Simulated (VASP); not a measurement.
# LaOsN3 (Pm-3m) in VASP: further runs, part 2 of 2

VASP 6.6.1. The steps go on from the part before.

### 3 Single point, LDA

Input file INCAR:

```
ALGO = Normal
EDIFF = 1E-6
ENCUT = 520
ISIF = 2
ISMEAR = 1
LASPH = True
LCHARG = False
LREAL = False
LWAVE = False
NBANDS = 25
NELM = 100
PREC = Accurate
SIGMA = 0.1
```

Input file KPOINTS:

```
k-points
0
Gamma
  7 7 7
```

Input file POSCAR:

```
LaOsN3
1.0
    3.9505550000      0.0000000000      0.0000000000
    0.0000000000      3.9505550000      0.0000000000
    0.0000000000      0.0000000000      3.9505550000
La Os N
1 1 3
Direct
    0.5000000000      0.5000000000      0.5000000000
    0.0000000000      0.0000000000      0.0000000000
    0.5000000000      0.0000000000      0.0000000000
    0.0000000000      0.5000000000      0.0000000000
    0.0000000000      0.0000000000      0.5000000000
```

Potentials or basis: VASP PAW LDA potentials, release 64 (La, Os, N).

On the command line:

```bash
$ cat potpaw_LDA.64/La/POTCAR potpaw_LDA.64/Os/POTCAR potpaw_LDA.64/N/POTCAR > POTCAR
$ mpirun -np 1 vasp_std > vasp.out
```

OUTCAR:

```text
EDIFF = 1E-6
   ENCUT = 520
   ISIF = 2
   ISMEAR = 1
   LASPH = True
   LREAL = False
   NELM = 100
   PREC = Accurate

 ion  position               nearest neighbor table
   1  0.500  0.500  0.500-   2 3.42   2 3.42   2 3.42   2 3.42   2 3.42   2 3.42   2 3.42   2 3.42

   2  0.000  0.000  0.000-   3 1.98   4 1.98   5 1.98   5 1.98   4 1.98   3 1.98   1 3.42   1 3.42
                             1 3.42   1 3.42   1 3.42   1 3.42   1 3.42   1 3.42
   3  0.500  0.000  0.000-   2 1.98   2 1.98
   4  0.000  0.500  0.000-   2 1.98   2 1.98
   5  0.000  0.000  0.500-   2 1.98   2 1.98

  LATTYP: Found a simple cubic cell.
 ALAT       =     3.9505550000

  Lattice vectors:

 A1 = (   3.9505550000,   0.0000000000,   0.0000000000)
 A2 = (   0.0000000000,   3.9505550000,   0.0000000000)
 A3 = (   0.0000000000,   0.0000000000,   3.9505550000)

Analysis of symmetry for initial positions (statically):
=====================================================================
 Subroutine PRICEL returns:
[... 173 lines left out ...]

 E-fermi :   8.9994     XC(G=0): -12.3841

 val. band max:        8.9854408099   @ k =   0.2857   0.2857   0.0000
 cond. band min:       9.0295119045   @ k =   0.2857   0.2857   0.0000
 fundamental gap:      0.0440710945
 Fermi energy:         8.9994125362

 k-point     1 :       0.0000    0.0000    0.0000
  band No.  band energies     occupation
      1     -22.9444      2.00000
      2      -7.1645      2.00000
      3      -6.6473      2.00000
      4      -6.6473      2.00000
      5      -6.6473      2.00000
      6      -5.6120      2.00000
[... 549 lines left out ...]
     24      12.0916      0.00000
     25      12.0916      0.00000

------------------------ aborting loop because EDIFF is reached ----------------------------------------

  FORCE on cell =-STRESS in cart. coord.  units (eV):
  Direction    XX          YY          ZZ          XY          YZ          ZX
  --------------------------------------------------------------------------------------
  -------------------------------------------------------------------------------------
  Total       -4.5180045     -4.5180045     -4.5180045     -0.0000000     -0.0000000     -0.0000000
  in kB     -117.4040030   -117.4040030   -117.4040030     -0.0000000     -0.0000000     -0.0000000
  external PRESSURE =    -117.4040030 kB  Pullay stress =       0.0000000 kB

 VOLUME and BASIS-vectors are now :
 -----------------------------------------------------------------------------
  energy-cutoff  :      520.00
  volume of cell :       61.66
      direct lattice vectors                 reciprocal lattice vectors
     3.950555000  0.000000000  0.000000000     0.253128991  0.000000000  0.000000000
     0.000000000  3.950555000  0.000000000     0.000000000  0.253128991  0.000000000
     0.000000000  0.000000000  3.950555000     0.000000000  0.000000000  0.253128991

 POSITION                                       TOTAL-FORCE (eV/Angst)
 -----------------------------------------------------------------------------------
      1.97528      1.97528      1.97528         0.000000      0.000000      0.000000
      0.00000      0.00000      0.00000         0.000000      0.000000      0.000000
      1.97528      0.00000      0.00000         0.000000      0.000000      0.000000
      0.00000      1.97528      0.00000         0.000000      0.000000      0.000000
      0.00000      0.00000      1.97528         0.000000      0.000000      0.000000
 -----------------------------------------------------------------------------------
    total drift:                                0.000000     -0.000000      0.000000

  FREE ENERGIE OF THE ION-ELECTRON SYSTEM (eV)
  ---------------------------------------------------
  free  energy   TOTEN  =       -47.9648983612 eV

  energy  without entropy=      -47.9620012394  energy(sigma->0) =      -47.96393265
```

OSZICAR:

```text
N       E                     dE             d eps       ncg     rms          rms(c)
DAV:   1     0.262420616137E+03    0.26242E+03   -0.15197E+04  1176   0.204E+03
DAV:   2     0.547739580344E+01   -0.25694E+03   -0.22512E+03  1080   0.349E+02
DAV:   3    -0.518122366133E+02   -0.57290E+02   -0.52777E+02  1489   0.147E+02
DAV:   4    -0.576155464723E+02   -0.58033E+01   -0.55183E+01  1706   0.480E+01
DAV:   5    -0.579546993767E+02   -0.33915E+00   -0.33624E+00  1500   0.963E+00    0.607E+01
DAV:   6    -0.495675254204E+02    0.83872E+01   -0.81443E+01  1560   0.472E+01    0.115E+01
DAV:   7    -0.483269026708E+02    0.12406E+01   -0.17457E+01  1701   0.307E+01    0.159E+01
DAV:   8    -0.479708035081E+02    0.35610E+00   -0.17013E+00  1666   0.105E+01    0.993E-01
DAV:   9    -0.479663192544E+02    0.44843E-02   -0.15451E-01  1580   0.278E+00    0.749E-01
DAV:  10    -0.479650012891E+02    0.13180E-02   -0.11061E-02  1560   0.603E-01    0.181E-01
DAV:  11    -0.479649800684E+02    0.21221E-04   -0.19122E-03  1727   0.343E-01    0.908E-02
DAV:  12    -0.479649044330E+02    0.75635E-04   -0.22998E-04  1576   0.115E-01    0.362E-02
DAV:  13    -0.479648996025E+02    0.48305E-05   -0.10454E-04  1728   0.662E-02    0.122E-02
DAV:  14    -0.479648983120E+02    0.12905E-05   -0.99034E-06  1560   0.219E-02    0.381E-03
DAV:  15    -0.479648983612E+02   -0.49240E-07   -0.37419E-07   952   0.766E-03
   1 F= -.47964898E+02 E0= -.47963933E+02  d E =-.289712E-02
```

It took 28 s on 1 thread of Intel Xeon Platinum 8488C (Sapphire Rapids), shared host; peak memory 0.18 GiB.

Results:

* Free energy: -47.9649 eV
* Pressure: -11.7 GPa
* Band gap on the k mesh: none (metal or under the smearing width)

The run has no spin-orbit coupling, so splittings on La, Os are missing.

### 4 Single point, LDA

Input file INCAR:

```
SYSTEM = LaOsN3
PREC = Accurate
ENCUT = 520
EDIFF = 1E-6
ISMEAR = 1
SIGMA = 0.2
LREAL = .FALSE.
LASPH = .TRUE.
NELM = 100
ALGO = Normal
ISIF = 2
LWAVE = .FALSE.
LCHARG = .FALSE.
GGA = CA
NBANDS = 25
```

Input file KPOINTS:

```
Automatic mesh
0
G
  7 7 7
  0 0 0
```

POSCAR is that of step 3.

Potentials or basis: VASP PAW LDA potentials, release 64 (La, Os, N).

On the command line:

```bash
$ cat potpaw_LDA.64/La/POTCAR potpaw_LDA.64/Os/POTCAR potpaw_LDA.64/N/POTCAR > POTCAR
$ mpirun -np 1 vasp_std > vasp.out
```

OUTCAR:

```text
SYSTEM = LaOsN3
   PREC = Accurate
   ENCUT = 520
   EDIFF = 1E-6
   ISMEAR = 1
   LREAL = .FALSE.
   LASPH = .TRUE.
   NELM = 100
   ISIF = 2
   GGA = CA

 ion  position               nearest neighbor table
   1  0.500  0.500  0.500-   2 3.42   2 3.42   2 3.42   2 3.42   2 3.42   2 3.42   2 3.42   2 3.42

   2  0.000  0.000  0.000-   3 1.98   4 1.98   5 1.98   5 1.98   4 1.98   3 1.98   1 3.42   1 3.42
                             1 3.42   1 3.42   1 3.42   1 3.42   1 3.42   1 3.42
   3  0.500  0.000  0.000-   2 1.98   2 1.98
   4  0.000  0.500  0.000-   2 1.98   2 1.98
   5  0.000  0.000  0.500-   2 1.98   2 1.98

  LATTYP: Found a simple cubic cell.
 ALAT       =     3.9505550000

  Lattice vectors:

 A1 = (   3.9505550000,   0.0000000000,   0.0000000000)
 A2 = (   0.0000000000,   3.9505550000,   0.0000000000)
 A3 = (   0.0000000000,   0.0000000000,   3.9505550000)

Analysis of symmetry for initial positions (statically):
=====================================================================
 Subroutine PRICEL returns:
 Original cell was already a primitive cell.

 Routine SETGRP: Setting up the symmetry group for a
[... 172 lines left out ...]

 val. band max:        8.9876834815   @ k =   0.2857   0.2857   0.0000
 cond. band min:       9.0320142850   @ k =   0.2857   0.2857   0.0000
 fundamental gap:      0.0443308034
 Fermi energy:         8.9984738285

 k-point     1 :       0.0000    0.0000    0.0000
  band No.  band energies     occupation
      1     -22.9449      2.00000
      2      -7.1625      2.00000
      3      -6.6481      2.00000
      4      -6.6481      2.00000
      5      -6.6481      2.00000
      6      -5.6098      2.00000
[... 549 lines left out ...]
     24      12.0933     -0.00000
     25      12.0933     -0.00000

------------------------ aborting loop because EDIFF is reached ----------------------------------------

  FORCE on cell =-STRESS in cart. coord.  units (eV):
  Direction    XX          YY          ZZ          XY          YZ          ZX
  --------------------------------------------------------------------------------------
  -------------------------------------------------------------------------------------
  Total       -4.4977315     -4.4977315     -4.4977315      0.0000000      0.0000000     -0.0000000
  in kB     -116.8771915   -116.8771915   -116.8771915      0.0000000      0.0000000     -0.0000000
  external PRESSURE =    -116.8771915 kB  Pullay stress =       0.0000000 kB

 VOLUME and BASIS-vectors are now :
 -----------------------------------------------------------------------------
  energy-cutoff  :      520.00
  volume of cell :       61.66
      direct lattice vectors                 reciprocal lattice vectors
     3.950555000  0.000000000  0.000000000     0.253128991  0.000000000  0.000000000
     0.000000000  3.950555000  0.000000000     0.000000000  0.253128991  0.000000000
     0.000000000  0.000000000  3.950555000     0.000000000  0.000000000  0.253128991

 POSITION                                       TOTAL-FORCE (eV/Angst)
 -----------------------------------------------------------------------------------
      1.97528      1.97528      1.97528         0.000000      0.000000      0.000000
      0.00000      0.00000      0.00000         0.000000      0.000000      0.000000
      1.97528      0.00000      0.00000         0.000000      0.000000      0.000000
      0.00000      1.97528      0.00000         0.000000      0.000000      0.000000
      0.00000      0.00000      1.97528         0.000000      0.000000      0.000000
 -----------------------------------------------------------------------------------
    total drift:                                0.000000     -0.000000      0.000000

  FREE ENERGIE OF THE ION-ELECTRON SYSTEM (eV)
  ---------------------------------------------------
  free  energy   TOTEN  =       -47.9715499645 eV

  energy  without entropy=      -47.9508346487  energy(sigma->0) =      -47.96464486
```

stdout:

```text
POSCAR found type information on POSCAR LaOsN
 POSCAR found :  3 types and       5 ions
 scaLAPACK will be used
 LDA part: xc-table for (Slater(with rela. corr.)+CA(PZ))
 , standard interpolation
 POSCAR, INCAR and KPOINTS ok, starting setup
 FFT: planning ... GRIDC
 FFT: planning ... GRID_SOFT
 FFT: planning ... GRID
 WAVECAR not read
 entering main loop
```

It took 32 s on 1 thread of Intel Xeon Platinum 8488C (Sapphire Rapids), shared host; peak memory 0.18 GiB.

What came out:

- Free energy: -47.9715 eV
- Pressure: -11.7 GPa
- Band gap on the k mesh: none (metal or under the smearing width)

The run has no spin-orbit coupling, so splittings on La, Os are missing.

### 5 Summary

| smearing | gap on the mesh (eV) | pressure (GPa) |
| --- | --- | --- |
| methfessel-paxton 0.5 eV | none | -11.9 |
| methfessel-paxton 0.1 eV | none | -11.7 |
| methfessel-paxton 0.2 eV | none | -11.7 |

Alike in all rows: task single point; level LDA; potentials or basis VASP PAW LDA potentials, release 64 (La, Os, N); no spin polarisation; cell as given; k mesh 7 × 7 × 7; cutoff (eV) 520.

Every run on the cell as given and a fine mesh finds a metal.

Total energies depend on the potentials used, so only differences within one code and one set of settings carry meaning.
